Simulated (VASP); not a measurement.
The cell holds one MoTe$_{2}$ (2H layered) bilayer, with vacuum along c. Ionisation potential and electron affinity count from the cell's own band edges, surface states included.

Here is the system:

```xyz
6
Lattice="3.4749 0.0000 0.0000 -1.7374 3.0093 0.0000 0.0000 0.0000 26.2263" Properties=species:S:1:pos:R:3 pbc="T T T"
Te     0.0000     2.0062    11.4709
Te     0.0000     2.0062     7.8744
Te     1.7374     1.0031    18.3519
Te     1.7374     1.0031    14.7555
Mo     1.7374     1.0031     9.6700
Mo     0.0000     2.0062    16.5563
```

The numbers are results of LDA (Ceperley-Alder, Perdew-Zunger), VASP's LDA PAW potentials (set 64) (plane waves; VASP 6.6.1), not measurements. Run with 400 eV cut-off, 12×12×1 Γ-centred mesh, Gaussian smearing of 0.050 eV, potentials Te Mo_sv.

```json
{
 "energy_to_cut_it_from_the_bulk_per_area": "15.2 meV/Å²",
 "ionisation_potential": "5.01 eV",
 "electron_affinity": "4.08 eV"
}
```

The cell is a sheet with vacuum, built from MoTe2 (2H layered).
